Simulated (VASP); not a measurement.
# NaMo6Se8 (P1) in VASP: single point with LDA

Aim: the single point of NaMo6Se8 with LDA.

Everything below comes from runs of VASP 6.6.1. Logs are shortened: lines on timing, memory, paths and dates and some standing lists are left out, and cuts for length are marked.

### Step 1. The structure

The typed cell holds 15 atoms: a = 6.810 Å, b = 6.815 Å, c = 6.815 Å, α = 90.07°, β = 90.00°, γ = 90.03°.

The cell was built by a generator and needn't be a form met in nature.

### Step 2. Single point, LDA

INCAR

```
PREC     = Accurate       # precision mode
ENCUT    = 520            # plane-wave cutoff, eV
EDIFF    = 1E-6           # SCF threshold, eV
ISMEAR   = -1             # smearing method
SIGMA    = 0.05           # smearing width, eV
LREAL    = Auto         
LASPH    = True           # aspherical terms in the spheres
NELM     = 100            # most SCF steps
ALGO     = Fast           # electronic algorithm
ISIF     = 2              # what is computed and relaxed
LWAVE    = False          # write WAVECAR
LCHARG   = True           # write CHGCAR
GGA      = CA             # functional
LELF     = True           # ELF
LVHAR    = True         
NBANDS   = 82             # bands
```

KPOINTS

```
regular mesh
0
Gamma
  3 3 3
```

POSCAR

```
NaMo6Se8
1.0
    4.8168210000      2.7792770000      3.9306500000
   -4.8205900000      2.7848540000      3.9313220000
    0.0029460000     -5.5659350000      3.9322620000
Mo Na Se
6 1 8
Direct
    0.4186930000      0.5539660000      0.2317900000
    0.2396400000      0.4183790000      0.5535530000
    0.5668350000      0.2403770000      0.4076530000
    0.5752170000      0.4633480000      0.7597050000
    0.7835580000      0.5947660000      0.4372870000
    0.4464110000      0.7717530000      0.5907090000
    0.0091610000      0.0042230000      0.0070690000
    0.7587210000      0.3660620000      0.1080530000
    0.1002690000      0.7675450000      0.3622540000
    0.3783400000      0.1329700000      0.7593410000
    0.2406830000      0.6202240000      0.8839120000
    0.8684050000      0.2493990000      0.6355340000
    0.6328680000      0.8750840000      0.2454810000
    0.2294140000      0.2391650000      0.2273360000
    0.7588490000      0.7741090000      0.7675960000
```

Potentials or basis: VASP PAW LDA potentials, release 64 (Mo_sv, Na_pv, Se).

Run with:

```bash
$ cat potpaw_LDA.64/Mo_sv/POTCAR potpaw_LDA.64/Na_pv/POTCAR potpaw_LDA.64/Se/POTCAR > POTCAR
$ mpirun -np 1 vasp_std > vasp.out
```

OUTCAR:

```text
PREC = Accurate
   ENCUT = 520
   EDIFF = 1E-6
   ISMEAR = -1
   LREAL = Auto
   LASPH = True
   NELM = 100
   ISIF = 2
   GGA = CA

 ion  position               nearest neighbor table
   1  0.419  0.554  0.232-  14 2.50  13 2.63   3 2.65   2 2.67  11 2.70   9 2.76   8 2.78   5 2.87
                             6 2.87   4 3.44
   2  0.240  0.418  0.554-  14 2.54  10 2.58  11 2.64   1 2.67   4 2.70   3 2.72   6 2.80  12 2.83
                             9 2.88   5 3.42
   3  0.567  0.240  0.408-   8 2.57  12 2.58  14 2.61   1 2.65   2 2.72  13 2.76  10 2.82   5 2.84
                             4 2.84
   4  0.575  0.463  0.760-  15 2.46   6 2.55  12 2.61  10 2.62  11 2.66   2 2.70   8 2.76   5 2.77
                             3 2.84   1 3.44
   5  0.784  0.595  0.437-   9 2.51  13 2.53  15 2.57   8 2.74   4 2.77  12 2.78   6 2.80   3 2.84
                             1 2.87   2 3.42
   6  0.446  0.772  0.591-  15 2.45   4 2.55  11 2.65  10 2.76  13 2.77   5 2.80   2 2.80   9 2.83
                             1 2.87
   7  0.009  0.004  0.007-  14 2.66
   8  0.759  0.366  0.108-   3 2.57   5 2.74   4 2.76   1 2.78
   9  0.100  0.768  0.362-   5 2.51   1 2.76   6 2.83   2 2.88
  10  0.378  0.133  0.759-   2 2.58   4 2.62   6 2.76   3 2.82
  11  0.241  0.620  0.884-   2 2.64   6 2.65   4 2.66   1 2.70
  12  0.868  0.249  0.636-   3 2.58   4 2.61   5 2.78   2 2.83
  13  0.633  0.875  0.245-   5 2.53   1 2.63   3 2.76   6 2.77
  14  0.229  0.239  0.227-   1 2.50   2 2.54   3 2.61   7 2.66
  15  0.759  0.774  0.768-   6 2.45   4 2.46   5 2.57

  LATTYP: Found a triclinic cell.
 ALAT       =     6.8153350921
 B/A-ratio  =     0.9999303846
 C/A-ratio  =     0.9992177813
 COS(alpha) =     0.0000271682
 COS(beta)  =     0.0005900927
 COS(gamma) =     0.0011955868

  Lattice vectors:

 A1 = (  -4.8205900000,   2.7848540000,   3.9313220000)
 A2 = (  -0.0029460000,   5.5659350000,  -3.9322620000)
 A3 = (  -4.8168210000,  -2.7792770000,  -3.9306500000)

Analysis of symmetry for initial positions (statically):
=====================================================================
 Subroutine PRICEL returns:
 Original cell was already a primitive cell.

 Routine SETGRP: Setting up the symmetry group for a
 triclinic supercell.

 Subroutine GETGRP returns: Found  1 space group operations
 (whereof  1 operations were pure point group operations)
 out of a pool of  2 trial point group operations.
[... 145 lines left out ...]
   ISMEAR =    -1;   SIGMA  =   0.05  broadening in eV -4-tet -1-fermi 0-gaus
   EFERMI_NEDOS =   21; number of points for ismear=-14 and -15
   IALGO  =     68    algorithm
   IMIX   =      4    mixing-type and parameters
     AMIX     =   0.40;   BMIX     =  1.00
     AMIX_MAG =   1.60;   BMIX_MAG =  1.00
  volume/ion in A,a.u.               =      21.09       142.30
  Fermi-wavevector in a.u.,A,eV,Ry     =   1.244656  2.352059 21.077721  1.549169
  Thomas-Fermi vector in A             =   2.378913
   LORBIT       =      0    0 simple, 1 ext, 2 COOP (PROOUT), +10 PAW based schemes
   GGA     = CA    functional components
   LHFCALC =     F    Hartree Fock is set to
   AEXX    =    0.0000 exact exchange contribution
   IVDW    =     0    specifies the selected vdW correction
   LEPSILON=     F    determine dielectric tensor
   LRPA    =     F    only Hartree local field effects (RPA)
 non-spin polarized calculation
 RMM-DIIS sequential band-by-band and
  energy-cutoff  :      520.00
  volume of cell :      316.29
 maximum number of plane-waves:      8558
 NGX is ok and might be reduce to    50
   NGX = 25   NGY = 25   NGZ = 25

 number of electron     139.0000007 magnetization

 Free energy of the ion-electron system (eV)
  ---------------------------------------------------
  ext. energy  EPLUGINS =         0.00000000
  ---------------------------------------------------
  free energy    TOTEN  =      -115.30136043 eV

  energy without entropy =     -115.21257548  energy(sigma->0) =     -115.25696795

 E-fermi :   5.6657     XC(G=0): -10.6798

 val. band max:        5.6650546552   @ k =  -0.3333   0.3333  -0.0000
 cond. band min:       5.6795319927   @ k =   0.3333   0.0000  -0.0000
 fundamental gap:      0.0144773374
 Fermi energy:         5.6656675944

 k-point     1 :       0.0000    0.0000    0.0000
  band No.  band energies     occupation
      1     -54.7964      2.00000
      2     -54.7145      2.00000
      3     -54.6950      2.00000
      4     -54.6521      2.00000
      5     -54.6383      2.00000
      6     -54.5907      2.00000
[... 1165 lines left out ...]
     80       8.1039      0.00000
     81       8.2866      0.00000
 [bands above 81 left out]

------------------------ aborting loop because EDIFF is reached ----------------------------------------

  FORCE on cell =-STRESS in cart. coord.  units (eV):
  Direction    XX          YY          ZZ          XY          YZ          ZX
  --------------------------------------------------------------------------------------
  -------------------------------------------------------------------------------------
  Total      -17.6422424    -17.2423403    -15.9657089     -2.8183401      2.9366584      1.6252798
  in kB      -89.3661799    -87.3404892    -80.8737561    -14.2762059     14.8755432      8.2327996
  external PRESSURE =     -85.8601417 kB  Pullay stress =       0.0000000 kB

 VOLUME and BASIS-vectors are now :
 -----------------------------------------------------------------------------
  energy-cutoff  :      520.00
  volume of cell :      316.29
      direct lattice vectors                 reciprocal lattice vectors
     4.816821000  2.779277000  3.930650000     0.103802923  0.059967609  0.084803609
    -4.820590000  2.784854000  3.931322000    -0.103721762  0.059847524  0.084789110
     0.002946000 -5.565935000  3.932262000    -0.000063402 -0.119776244  0.084768869

 POSITION                                       TOTAL-FORCE (eV/Angst)
 -----------------------------------------------------------------------------------
     -0.65299      1.41625      4.73501         0.011151      0.005967      1.208898
     -0.86090     -1.24989      4.76344        -0.703233      0.440254      0.179672
      1.57278     -0.02416      4.77603        -0.777003     -0.961275      0.349010
      0.53934     -1.33942      7.06991         1.271781     -0.615914     -0.893970
      0.90842      1.40015      7.13764        -0.395527     -1.617807     -1.543012
     -1.56828      0.10207      7.11152        -0.556302      1.041715     -1.660948
      0.02379     -0.00212      0.08041         0.033363      0.090344     -0.371867
      1.89031      2.52671      4.84627        -1.381123     -0.727522      0.829780
     -3.21597      0.39989      4.83607         2.235348     -0.297831      1.140386
      1.18364     -2.80463      4.99580         0.104053      1.191710     -0.138822
     -1.82791     -2.52364      6.86011         0.677821      1.085709     -0.197997
      2.98257     -0.42926      6.89295        -0.780185      1.219902     -0.031774
     -1.16929      2.82957      6.89312        -0.449707     -1.136729     -0.369680
     -0.04720      0.03831      2.73593         0.347225     -0.169802      1.215002
     -0.07416     -0.00756      9.04443         0.362340      0.451280      0.285322
 -----------------------------------------------------------------------------------
    total drift:                               -0.014172     -0.000369     -0.000037

  FREE ENERGIE OF THE ION-ELECTRON SYSTEM (eV)
  ---------------------------------------------------
  free  energy   TOTEN  =      -115.3013604259 eV

  energy  without entropy=     -115.2125754787  energy(sigma->0) =     -115.25696795
```

OSZICAR:

```text
N       E                     dE             d eps       ncg     rms          rms(c)
DAV:   1     0.156547537614E+04    0.15655E+04   -0.74123E+04  2520   0.164E+03
DAV:   2     0.179789772117E+02   -0.15475E+04   -0.15017E+04  2470   0.465E+02
DAV:   3    -0.114720055409E+03   -0.13270E+03   -0.12748E+03  2954   0.124E+02
[... 11 lines left out ...]
RMM:  15    -0.115301345417E+03    0.27299E-04   -0.41963E-04  3061   0.611E-02    0.324E-02
RMM:  16    -0.115301355320E+03   -0.99034E-05   -0.15686E-04  3540   0.321E-02    0.984E-03
RMM:  17    -0.115301358629E+03   -0.33092E-05   -0.43662E-05  2995   0.156E-02    0.529E-03
RMM:  18    -0.115301360024E+03   -0.13944E-05   -0.15822E-05  2253   0.823E-03    0.372E-03
RMM:  19    -0.115301360426E+03   -0.40214E-06   -0.49025E-06  1961   0.480E-03
   1 F= -.11530136E+03 E0= -.11525697E+03  d E =-.887849E-01
```

Run time: 11 min. Hardware: 1 thread of Intel Xeon Platinum 8488C (Sapphire Rapids), shared host; peak memory 0.44 GiB.

What came out:

```
Free energy            : -115.3014 eV
Pressure               : -8.6 GPa
Largest force          : 2.527 eV/Å
Band gap on the k mesh : none (metal or under the smearing width)
```

Forces in eV/Å, atoms in the order of the input:
```
Mo   0.011  0.006  1.209
Mo  -0.703  0.440  0.180
Mo  -0.777 -0.961  0.349
Mo   1.272 -0.616 -0.894
Mo  -0.396 -1.618 -1.543
Mo  -0.556  1.042 -1.661
Na   0.033  0.090 -0.372
Se  -1.381 -0.728  0.830
Se   2.235 -0.298  1.140
Se   0.104  1.192 -0.139
Se   0.678  1.086 -0.198
Se  -0.780  1.220 -0.032
Se  -0.450 -1.137 -0.370
Se   0.347 -0.170  1.215
Se   0.362  0.451  0.285
```

Levels at points of the mesh, in eV from the Fermi level:
```tsv
k point	band 67	band 68	band 69	band 70	band 71	band 72
(0.00, 0.00, 0.00)	-0.37	-0.24	-0.18	0.11	0.21	1.51
```

Caveat: forces of over 1 eV/Å show positions far from the minimum, so gaps and moduli don't describe the material at rest.
